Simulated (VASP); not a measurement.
# As2CN with TPSS + D4: from relaxation to properties, part 2 of 2

What structure does As2CN take at this level, and what are its properties? The cell is invented: it takes the structure of a Materials Project entry for GeAs3 (space group 160 there), with some of its atoms replaced by other elements, volume scaled by an estimate. It may not be a known or stable phase. Left out of this account: 1 further run (core levels: core levels are not valid at this level). The atoms of the start are displaced at random from the sites of a R3m cell.

VASP 6.6.1; TPSS with D4; plane waves and PAW (As, N, C); invented cell.

Still holding for the runs below: This run has no spin polarisation. Its electron count is odd, so without a moment it is a metal by construction.

So far. Step 5 (Bands along the symmetry lines (TPSS + D4)): There is no gap at this level. Step 6 (Density of states (TPSS + D4)): The finer mesh and the other smearing move the Fermi level by +0.02 eV from the 7×7×3 run, a small shift, which tests the Fermi level alone. Of the states within 0.3 eV of the Fermi level, the largest shares in the PAW spheres are C p 18 %, N p 14 % and As p 14 %. The rest lies in smaller channels or between the spheres.

**7. Optical spectrum (TPSS + D4)**

LOPTICS sums transitions from filled to empty bands. NBANDS is raised for it.

File INCAR:

```
SYSTEM = As2CN
PREC = Accurate
ENCUT = 520
EDIFF = 1E-06
NELM = 100
ISMEAR = -1
SIGMA = 0.05
LREAL = .FALSE.
ALGO = Normal
METAGGA = TPSS
IVDW = 13
LASPH = .TRUE.
NBANDS = 41
LORBIT = 11
LWAVE = .FALSE.
LCHARG = .FALSE.
KPAR = 2
LOPTICS = .TRUE.
NEDOS = 1500
CSHIFT = 0.1
```

File POSCAR:

```
As2CN
1.0
    2.6557458257     -1.5346914088     -0.0000752317
    2.6557458257      1.5346914088     -0.0000752317
   -1.7871769725      0.0000000000      6.4157966608
As N C
2 1 1
Direct
    0.8953610109      0.8953610109      0.6923405410
    0.0946478117      0.0946478117      0.2949754252
    0.6083398086      0.6083398086      0.8299976391
    0.3905851417      0.3905851417      0.1833873947
```

File KPOINTS:

```
Automatic mesh
0
Gamma
11 11 5
0 0 0
```

The projector-augmented-wave data sets are As, N and C (PBE family, release 64).

On the command line:

```
> mpirun -np 2 vasp_std
```

Run time: 4.1 min. Hardware: 2 MPI ranks of Intel Xeon 6975P-C (Granite Rapids), shared host; peak memory 1.1 GiB.

These are independent-particle spectra without excitons or local fields, and fine structure depends on the mesh and on CSHIFT. The intraband (Drude) part is not in this spectrum.

Numbers from this step:

| Property | Result |
| --- | --- |
| bands | 41 |
| free energy (TOTEN) | -44.28 eV |
| energy at zero smearing | -44.27 eV |
| Fermi energy | 6.444 eV |
| pressure | -0.01812 GPa |

The imaginary dielectric function has structure finer than the step of the table below, so its rows give means over 1 eV, whole bins alone (the curve runs from 0 to 25.0 eV). Peaks (eV: height): xx 1.4: 10.4, 5.2: 17.9, 6.6: 14.2, 7.4: 13.1; yy 1.4: 10.9, 5.2: 17.7, 6.6: 14.4, 7.4: 13.1; zz 1.2: 19.9, 4.4: 12.2, 5.2: 12.9.

The imaginary dielectric function by photon energy; means over each step:

```
photon energy (eV)     xx     yy     zz
                 1   4.82   5.36   10.5
                 2   6.38   6.27   6.71
                 3   5.22   5.30   5.15
                 4   8.59   8.78   7.90
                 5   15.5   15.5   11.1
                 6   13.0   12.9   7.44
                 7   12.2   12.2   5.03
                 8   8.62   8.61   4.35
                 9   5.10   5.08   4.07
                10   3.13   3.12   3.16
                11   1.79   1.77   2.53
                12   1.63   1.63   3.00
                13   1.37   1.36   2.86
                14   1.12   1.12   2.05
                15   1.02   1.02   1.63
                16  0.800  0.799   1.22
                17  0.675  0.676   1.19
                18  0.588  0.588  0.937
                19  0.493  0.493  0.786
                20  0.351  0.352  0.643
                21  0.317  0.315  0.538
                22  0.274  0.277  0.462
                23  0.250  0.248  0.365
                24  0.206  0.209  0.266
```

Table of real dielectric function by photon energy:

```
photon energy (eV)        xx       yy        zz
               0.0      14.7     15.0      16.3
               0.5      15.5     15.8      18.0
               1.0      18.2     19.9      23.4
               1.5      11.7     10.7      3.59
               2.0      8.92     9.52      3.92
               2.5      10.5     10.4      7.34
               3.0      10.5     10.3      7.33
               3.5      11.4     11.5      7.38
               4.0      14.6     15.0      10.9
               4.5      11.8     11.1      4.65
               5.0      9.78     9.64      5.47
               5.5      1.34    0.970     -1.60
               6.0      2.87     2.70    -0.726
               6.5     0.836    0.879    -0.654
               7.0     -1.32    -1.44    -0.687
               7.5     -4.08    -3.98     0.252
               8.0     -5.07    -4.95    -0.621
               8.5     -4.35    -4.32     0.449
               9.0     -4.60    -4.66    -0.240
               9.5     -4.14    -4.12    -0.422
              10.0     -3.70    -3.75    -0.924
              10.5     -3.37    -3.38    -0.232
              11.0     -2.56    -2.57  -0.00384
              11.5     -1.98    -1.96     0.324
              12.0     -1.87    -1.88     0.355
              12.5     -1.60    -1.60    -0.127
              13.0     -1.36    -1.35     -1.24
              13.5     -1.30    -1.31    -0.873
              14.0     -1.10    -1.08    -0.672
              14.5    -0.968   -0.958    -0.837
              15.0    -0.880   -0.894    -0.791
              15.5    -0.840   -0.849    -0.668
              16.0    -0.758   -0.785    -0.725
              16.5    -0.623   -0.618    -0.286
              17.0    -0.563   -0.559    -0.408
              17.5    -0.467   -0.466    -0.492
              18.0    -0.460   -0.455    -0.423
              18.5    -0.336   -0.336    -0.339
              19.0    -0.355   -0.344    -0.277
              19.5    -0.294   -0.294    -0.275
              20.0    -0.188   -0.182    -0.172
              20.5    -0.116   -0.117    -0.166
              21.0   -0.0790  -0.0751    -0.148
              21.5  -0.00587  -6.3e-4   -0.0406
              22.0    0.0175   0.0151   -0.0265
              22.5    0.0746   0.0718   -0.0175
              23.0     0.116    0.127    0.0308
              23.5     0.128    0.130    0.0615
              24.0     0.165    0.160     0.128
              24.5     0.203    0.197     0.203
```

**8. Volume scan with TPSS + D4**

An equation of state needs energies on both sides of the minimum, all on one mesh and cutoff.

Changes to INCAR since step 7:

```diff
@@ -12,3 +12,3 @@
 LASPH = .TRUE.
-NBANDS = 41
+NBANDS = 15
 LORBIT = 11
@@ -17,4 +17,2 @@
 KPAR = 2
-LOPTICS = .TRUE.
-NEDOS = 1500
-CSHIFT = 0.1
+ISIF = 2
```

File POSCAR:

```
As2CN
1.0
    2.6015317191     -1.5033623852     -0.0000736959
    2.6015317191      1.5033623852     -0.0000736959
   -1.7506937361      0.0000000000      6.2848252853
As N C
2 1 1
Direct
    0.8953610109      0.8953610109      0.6923405410
    0.0946478117      0.0946478117      0.2949754252
    0.6083398086      0.6083398086      0.8299976391
    0.3905851417      0.3905851417      0.1833873947
```

File KPOINTS:

```
Automatic mesh
0
Gamma
7 7 3
0 0 0
```

On the command line:

```
> mpirun -np 2 vasp_std
```

It took 35 s on 2 MPI ranks; peak memory 0.36 GiB; 67 s of CPU time.

The scan keeps the cell's shape and the fractional positions fixed.

This step gave:

| Item | Value |
| --- | --- |
| SCF cycles | 15 |
| bands | 15 |
| irreducible k-points | 44 |
| free energy (TOTEN) | -44.16 eV |
| energy at zero smearing | -44.15 eV |
| Fermi energy | 7.197 eV |
| pressure | 10.02 GPa |

Force by atom:

```
atom  x (eV/Å)  y (eV/Å)  z (eV/Å)   size
 As1    -0.002     0.000    -0.466  0.466
 As2     0.004     0.000     0.358  0.358
  N3    -0.003     0.000     0.468  0.468
  C4     0.002     0.000    -0.360  0.360
```

The pressure here is 10.02 GPa.

**9. Volume scan with TPSS + D4 (run 2)**

INCAR is that of step 8.

File POSCAR:

```
As2CN
1.0
    2.6198529687     -1.5139497931     -0.0000742149
    2.6198529687      1.5139497931     -0.0000742149
   -1.7630229714      0.0000000000      6.3290860765
As N C
2 1 1
Direct
    0.8953610109      0.8953610109      0.6923405410
    0.0946478117      0.0946478117      0.2949754252
    0.6083398086      0.6083398086      0.8299976391
    0.3905851417      0.3905851417      0.1833873947
```

KPOINTS is that of step 8.

On the command line:

```
> mpirun -np 2 vasp_std
```

Wall time 33 s (2 MPI ranks); peak memory 0.36 GiB; 65 s of CPU time.

Numbers from this step:

| Quantity | Value |
| --- | --- |
| free energy (TOTEN) | -44.21 eV |
| energy at zero smearing | -44.20 eV |
| Fermi energy | 6.933 eV |
| pressure | 6.325 GPa |

Force by atom:

```
atom  x (eV/Å)  y (eV/Å)  z (eV/Å)   size
 As1    -0.002     0.000    -0.301  0.301
 As2     0.003     0.000     0.227  0.227
  N3    -0.003     0.000     0.303  0.303
  C4     0.002     0.000    -0.229  0.229
```

The pressure falls from 10.02 to 6.32 GPa.

The run ends at a pressure of 6.32 GPa, with forces up to 0.30 eV/Å.

**10. Volume scan with TPSS + D4 (run 3)**

INCAR is that of step 9.

File POSCAR:

```
As2CN
1.0
    2.6379214912     -1.5243911561     -0.0000747268
    2.6379214912      1.5243911561     -0.0000747268
   -1.7751821348      0.0000000000      6.3727363254
As N C
2 1 1
Direct
    0.8953610109      0.8953610109      0.6923405410
    0.0946478117      0.0946478117      0.2949754252
    0.6083398086      0.6083398086      0.8299976391
    0.3905851417      0.3905851417      0.1833873947
```

KPOINTS is that of step 9.

On the command line:

```
> mpirun -np 2 vasp_std
```

It took 34 s on 2 MPI ranks; peak memory 0.36 GiB.

The pressure falls from 6.32 to 3.01 GPa.

The run ends at a pressure of 3.01 GPa, with forces up to 0.15 eV/Å.

**11. Volume scan with TPSS + D4 (run 4)**

INCAR is that of step 10.

File POSCAR:

```
As2CN
1.0
    2.6557458257     -1.5346914088     -0.0000752317
    2.6557458257      1.5346914088     -0.0000752317
   -1.7871769725      0.0000000000      6.4157966608
As N C
2 1 1
Direct
    0.8953610109      0.8953610109      0.6923405410
    0.0946478117      0.0946478117      0.2949754252
    0.6083398086      0.6083398086      0.8299976391
    0.3905851417      0.3905851417      0.1833873947
```

KPOINTS is that of step 10.

On the command line:

```
> mpirun -np 2 vasp_std
```

Run time: 35 s. Hardware: 2 MPI ranks; peak memory 0.37 GiB; 68 s of CPU time.

The pressure falls from 3.01 to 0.05 GPa.

The run ends at a pressure of 0.05 GPa, with forces up to 0.0063 eV/Å.

**12. Volume scan with TPSS + D4 (run 5)**

INCAR is that of step 11.

File POSCAR:

```
As2CN
1.0
    2.6733340590     -1.5448552243     -0.0000757299
    2.6733340590      1.5448552243     -0.0000757299
   -1.7990129265      0.0000000000      6.4582866187
As N C
2 1 1
Direct
    0.8953610109      0.8953610109      0.6923405410
    0.0946478117      0.0946478117      0.2949754252
    0.6083398086      0.6083398086      0.8299976391
    0.3905851417      0.3905851417      0.1833873947
```

KPOINTS is that of step 11.

On the command line:

```
> mpirun -np 2 vasp_std
```

Elapsed: 42 s, on 2 MPI ranks; peak memory 0.36 GiB; 82 s of CPU time.

The pressure falls from 0.05 to -2.61 GPa.

The run ends at a pressure of -2.61 GPa, with forces up to 0.13 eV/Å.

**13. Volume scan with TPSS + D4 (run 6)**

INCAR is that of step 12.

File POSCAR:

```
As2CN
1.0
    2.6906938575     -1.5548870328     -0.0000762217
    2.6906938575      1.5548870328     -0.0000762217
   -1.8106951560      0.0000000000      6.5002247199
As N C
2 1 1
Direct
    0.8953610109      0.8953610109      0.6923405410
    0.0946478117      0.0946478117      0.2949754252
    0.6083398086      0.6083398086      0.8299976391
    0.3905851417      0.3905851417      0.1833873947
```

KPOINTS is that of step 12.

On the command line:

```
> mpirun -np 2 vasp_std
```

Wall time 39 s (2 MPI ranks); peak memory 0.36 GiB; 77 s of CPU time.

The pressure falls from -2.61 to -4.99 GPa.

The run ends at a pressure of -4.99 GPa, with forces up to 0.26 eV/Å.

**14. Volume scan with TPSS + D4 (run 7)**

A prediction first. A parabola through the 6 pressures of evenly scaled cells so far, P = 0.04 -140.9 t +326 t² GPa with t = ln(V/V₁) and V₁ the volume at scale 1, gives -7.06 GPa at t = +0.0583.

INCAR is that of step 13.

File POSCAR:

```
As2CN
1.0
    2.7078324970     -1.5647910389     -0.0000767072
    2.7078324970      1.5647910389     -0.0000767072
   -1.8222285571      0.0000000000      6.5416285414
As N C
2 1 1
Direct
    0.8953610109      0.8953610109      0.6923405410
    0.0946478117      0.0946478117      0.2949754252
    0.6083398086      0.6083398086      0.8299976391
    0.3905851417      0.3905851417      0.1833873947
```

KPOINTS is that of step 13.

On the command line:

```
> mpirun -np 2 vasp_std
```

The job ended after 40 s (2 MPI ranks; peak memory 0.38 GiB).

The pressure falls from -4.99 to -7.12 GPa. The parabola predicted -7.06 GPa, +0.06 GPa off.

**15. The series together**

Times are for 2 MPI ranks of Intel Xeon 6975P-C (Granite Rapids), shared host. The runs compared:

```
no.  volume scale  energy above the lowest point (meV/atom)  pressure (GPa)  time  memory (GiB)
  1          0.94                                     23.51           10.02  35 s          0.36
  2          0.96                                     10.15           6.325  33 s          0.36
  3          0.98                                      2.51           3.014  34 s          0.36
  4             1                                         0         0.04683  35 s          0.37
  5          1.02                                      2.08          -2.611  42 s          0.36
  6          1.04                                      8.28          -4.993  39 s          0.36
  7          1.06                                     18.17          -7.125  40 s          0.38
```

**16. Fit for TPSS + D4**

This step: Birch-Murnaghan fit, TPSS with D4; plane waves and PAW; invented cell (VASP 6.6.1).

This step runs nothing: it gathers the runs above.

This step gave:

* pressure derivative of the bulk modulus: 4.481
* r.m.s. error of the fit: 1.46e-6 eV/atom
* minimum inside the sampled range: yes
* bulk modulus: 140.2 GPa
* equilibrium volume of the fit: 13.08 Å³/atom

The energy above the fitted minimum by volume:

```
volume (Å³/atom)  energy above the fitted minimum (eV/atom)
          12.290                                     0.0235
          12.552                                     0.0102
          12.813                                    0.00251
          13.075                                     2.1e-6
          13.336                                    0.00208
          13.598                                    0.00828
          13.859                                     0.0182
```

The fitted volume lies +0.06 % from the relaxed one. The atoms bear forces along the scan, since they were held; freeing them would lower the modulus.

**17. Results**

- relaxed volume: 13.07 Å³/atom
- relaxed conventional cell a, b, c: 5.311, 3.069, 6.660 Å; angles 90.0, 105.6, 90.0°
- space group after relaxing, within 0.02 Å: Cm (No. 8)
- band gap: none, a metal
- DOS at the Fermi level: 0.881 states/eV/cell
- bulk modulus from the fit: 140 GPa
- volume from the fit: 13.1 Å³/atom

What this shows: With TPSS + D4, As2CN relaxes to 13.07 Å³/atom in space group Cm, comes out as a metal and has a bulk modulus of 140 GPa at fixed shape and positions, an upper bound. Bands along the symmetry lines (TPSS + D4): Of the bands kept, 1 crosses the Fermi level on this path. Spin-orbit coupling is left out; it would split some degenerate bands. The k-sampling is coarse for a metal, so the Fermi level, pressures and the shape of the cell carry errors. With an odd electron count and no spin the cell is a metal by construction. No search among competing phases was made. All values are for a static lattice at zero temperature.

[Lines on the potential files, build, host, timing and source positions are cut from VASP's logs without a mark.]

[Logs are printed without paths, hosts, clocks, repeated set-up lines and the standing remarks that a program may print on its own settings, such as how far it seeks lower states.]

[Hosts, paths, dates, database ids (printed as entryN), source tags and the programs' standing remarks are cut or masked in the printed files.]

[A measured line is paired with the nearest computed mode of its activity, which favours agreement.]
